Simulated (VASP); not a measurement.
Level of theory: LDA (Ceperley-Alder, Perdew-Zunger), VASP's LDA PAW potentials (set 64) (plane waves; VASP).

A VASP calculation is set up with these files.

**INCAR**
```
SYSTEM = Si
PREC = Accurate
ENCUT = 520
EDIFF = 1E-7
NELM = 100
ALGO = Normal
LREAL = .FALSE.
LASPH = .TRUE.
ISMEAR = 0
SIGMA = 0.05
LWAVE = .FALSE.
LCHARG = .FALSE.
ISIF = 2
```

**KPOINTS**
```
Automatic mesh
0
Gamma
 8 8 8
```

### POSCAR
```
Si
1.0
  0.0000000000   2.7014951968   2.7014951968
  2.7014951968   0.0000000000   2.7014951968
  2.7014951968   2.7014951968   0.0000000000
Si
2
Cart
  0.0000000000   0.0000000000   0.0000000000
  1.3507475984   1.3507475984   1.3507475984
```

POTCAR, in this order: Si (LDA.64 set). Program: vasp_std.

What will the output report for the number of irreducible k-points (NKPTS), largest plane-wave count, number of space-group operations, FFT grid (NGX, NGY, NGZ)?

* **number of irreducible k-points (NKPTS)**: 29
* **largest plane-wave count**: 1072
* **number of space-group operations**: 48
* **FFT grid (NGX, NGY, NGZ)**: 28 × 28 × 28

The compound is Si in the diamond structure. It was relaxed first.
